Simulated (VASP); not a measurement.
Consider the following.

```
CELL_PARAMETERS angstrom
      0.00000     2.58330     2.58330
      2.58330     0.00000     2.58330
      2.58330     2.58330     0.00000
ATOMIC_POSITIONS crystal
  Be 0.00000 0.00000 0.00000
  Se 0.25000 0.25000 0.25000
```

Method: vdW-DF-cx, VASP's PBE PAW potentials (set 64) (plane waves; VASP 6.6.1). Settings: 520 eV cut-off, Gaussian smearing of 0.050 eV, potentials Be Se.

Problem. Give the energies of bands 2 to 7 at the high-symmetry points, in eV from the valence-band maximum.

Solution. 
```csv
band,Γ,X,U,L,W
2,0.00,-5.01,-4.59,-5.63,-4.34
3,0.00,-2.60,-3.96,-1.05,-3.75
4,0.00,-2.60,-2.17,-1.05,-3.24
5,4.24,2.60,3.73,4.30,6.06
6,5.07,4.21,6.80,5.98,7.12
7,5.07,11.70,9.69,5.98,7.37
```

The gap is indirect, 2.60 eV, from the valence maximum at Γ to the conduction minimum at X.

Measured: gap 4.00 eV (computed value off by -1.40 eV), as given by Das et al., (2018), arXiv:1807.05623.

The compound is BeSe in the zinc blende structure. It was relaxed first.
